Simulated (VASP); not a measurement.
Calculation: PBE GGA, VASP's PBE PAW potentials (set 64) (plane waves; VASP).

VASP input:

**KPOINTS**
```
Automatic mesh
0
Gamma
3 3 3
0 0 0
```

POSCAR:
```
WS2
1.0
  0.0000000000   3.0137210000   3.0137210000
  3.0137210000   0.0000000000   3.0137210000
  3.0137210000   3.0137210000   0.0000000000
W S
1 2
Cartesian
  0.0000000000   0.0000000000   0.0000000000
  1.5068605000   1.5068605000   1.5068605000
  4.5205815000   4.5205815000   4.5205815000
```

**INCAR**
```
LMAXMIX  =  6   ! l cut-off of mixed one-centre charges
ALGO  =  Normal   ! blocked Davidson
PREC  =  Accurate
LWAVE  =  .FALSE.
ISIF  =  2
SIGMA  =  0.272   ! width (eV)
LCHARG  =  .FALSE.
SYSTEM  =  WS2
EDIFF  =  1E-6
ENCUT  =  300   ! plane-wave cut-off (eV)
ISMEAR  =  0   ! Gaussian
GGA  =  PE
NELM  =  100
LREAL  =  .FALSE.
LASPH  =  .TRUE.
```

POTCAR, in this order: W_sv S (PBE.64 set). Program: vasp_std.

Q: What will the output report for the number of irreducible k-points (NKPTS), largest plane-wave count, number of space-group operations, FFT grid (NGX, NGY, NGZ)?

A: 
| Property | Result |
|---|---|
| number of irreducible k-points (NKPTS) | 4 |
| largest plane-wave count | 650 |
| number of space-group operations | 48 |
| FFT grid (NGX, NGY, NGZ) | 24 × 24 × 24 |

The structure was generated: WS2 was put into an ordered model structure, which need not be its known phase. The cell was not relaxed at this level. The k-mesh is coarse (spacing up to 0.60 per Å, 2π included), so the numbers may not be converged in it. The run is one of a series of settings (KPOINTS 3×3×3 Γ-centred mesh against the base run), some of them coarse on purpose.
